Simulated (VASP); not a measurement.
The input files of a VASP run:

**POSCAR**
```
CuI
1
    0.0000000000     2.9685087804     2.9685087804
    2.9685087804     0.0000000000     2.9685087804
    2.9685087804     2.9685087804     0.0000000000
Cu I
1 1
Direct
  0.0000000000   0.0000000000   0.0000000000
  0.2500000000   0.2500000000   0.2500000000
```

### INCAR
```
SYSTEM = CuI
PREC = Accurate
ENCUT = 480
EDIFF = 1E-7
NELM = 100
ALGO = Normal
LREAL = .FALSE.
LASPH = .TRUE.
ISMEAR = 0
SIGMA = 0.05
GGA = PS
LMAXMIX = 4
LWAVE = .FALSE.
LCHARG = .FALSE.
ISIF = 2
```

KPOINTS:
```
Automatic mesh
0
Gamma
8 8 8
0 0 0
```

POTCAR, in this order: Cu I (PBE.64 set). Program: vasp_std.

Question: Translate this PBEsol calculation to Ansatz.

Answer: One equivalent input (not run):
Ansatz 0.2 input:
```yaml
crystal:
  lattice:
    - [0.0000000, 2.9685088, 2.9685088]
    - [2.9685088, 0.0000000, 2.9685088]
    - [2.9685088, 2.9685088, 0.0000000]
  atoms:
    - { symbol: Cu, position: [0.0000000, 0.0000000, 0.0000000] }
    - { symbol: I, position: [0.2500000, 0.2500000, 0.2500000] }
kpoints:
  mp_grid: { grid: [8, 8, 8] }
hamiltonian:
  xc: pbesol
  pseudopotentials: { kind: paw }
scf:
  occupations: { method: gaussian, width: 0.05 }
  max_iter: 100
output: { forces: true, stress: true, eigenvalues: true }
```
Limits of the translation: each code has its own PAW files, so the cut-off isn't converted (ENCUT is set for VASP's; basis.ecutwfc is left out, and Ansatz then takes the one that its files recommend); Ansatz stops its SCF on the density residual and VASP on the energy change (EDIFF).

The compound is CuI in the zinc blende structure. It was relaxed first, which changed the volume by -5 %.
